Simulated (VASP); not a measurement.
Given:

```
CELL_PARAMETERS angstrom
      0.00000     2.94031     2.94031
      2.94031     0.00000     2.94031
      2.94031     2.94031     0.00000
ATOMIC_POSITIONS crystal
  Eu 0.00000 0.00000 0.00000
  S  0.50000 0.50000 0.50000
```

Level of theory: PBE GGA with D3 dispersion (zero damping), VASP's PBE PAW potentials (set 64) (plane waves; VASP). Settings: 520 eV cut-off, 8×8×8 Γ-centred mesh, Gaussian smearing of 0.050 eV, potentials Eu_2 S.

The 4f electrons are frozen in the core of the lanthanide potential, so 4f levels, which can set the real gap, and their magnetism are missing.

Question: Predict the energy per atom (σ→0), pressure, band gap (on the k-mesh) with the smallest direct gap where there is one.

Answer: 
```json
{
  "band gap (on the k-mesh)": "2.02 eV",
  "smallest direct gap (on the k-mesh)": "2.44 eV",
  "energy per atom (σ→0)": "-5.543 eV/atom",
  "pressure": "-1.63 GPa"
}
```

Total energies compare only between runs with the same potentials, cut-off and functional.

The compound is EuS in the rock salt structure. This cell is one point of a volume scan, at 1.03 of the reference volume.
